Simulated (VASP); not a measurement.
An input for Quantum ESPRESSO's pw.x (written as the equivalent of a VASP run, and not itself run):

```
&CONTROL
  calculation = 'vc-relax'
  pseudo_dir = './pseudo'
  outdir = './out'
  tprnfor = .true.
  tstress = .true.
  nstep = 40
  forc_conv_thr = 0.00078
/
&SYSTEM
  ibrav = 0
  nat = 2
  ntyp = 2
  ecutwfc = 84
  occupations = 'smearing'
  smearing = 'methfessel-paxton'
  degauss = 0.00735
  input_dft = 'pbesol'
/
&ELECTRONS
  conv_thr = 7.3e-08
  electron_maxstep = 100
/
&IONS
/
&CELL
  press = 50
/
ATOMIC_SPECIES
  Ti 47.867 Ti.upf
  Al 26.982 Al.upf
CELL_PARAMETERS angstrom
     2.7633825    0.0000000    0.0000000
     0.0000000    2.7633825    0.0000000
     0.0000000    0.0000000    3.9776859
ATOMIC_POSITIONS crystal
  Ti   0.0000000  0.0000000  0.0000000
  Al   0.5000000  0.5000000  0.5000000
K_POINTS automatic
  13 13 9 0 0 0
```

### Question
Translate this input to VASP (INCAR, KPOINTS, POSCAR, choice of POTCAR).

### Answer
Several could match; the one computed here: 
**POSCAR**
```
TiAl
1
    2.7633824817     0.0000000000     0.0000000000
    0.0000000000     2.7633824817     0.0000000000
    0.0000000000     0.0000000000     3.9776859256
Ti Al
1 1
Direct
  0.0000000000   0.0000000000   0.0000000000
  0.5000000000   0.5000000000   0.5000000000
```

**INCAR**
```
ALGO = Normal
EDIFF = 1E-6
EDIFFG = -0.02
ENCUT = 500
GGA = PS
IBRION = 2
ISIF = 3
ISMEAR = 1
LASPH = .True.
LCHARG = .False.
LMAXMIX = 4
LREAL = .False.
LWAVE = .False.
NELM = 100
NSW = 40
PREC = Accurate
PSTRESS = 50
SIGMA = 0.1
SYSTEM = TiAl
```

### KPOINTS
```
K-points
0
G
 13 13 9
```

POTCAR, in this order: Ti_sv Al (PBE.64 set). Program: vasp_std.

The two are equivalent in intent, not identical: the potentials are each code's own (VASP's PAW set, PseudoDojo norm-conserving files in pw.x), so ENCUT and ecutwfc are chosen apart and not converted; conv_thr bounds pw.x's estimated SCF error, while EDIFF bounds the energy change between steps; forc_conv_thr acts on force components and is met together with etot_conv_thr.

The compound is TiAl in the L1_0 structure. It was relaxed first under an external pressure of 5 GPa.
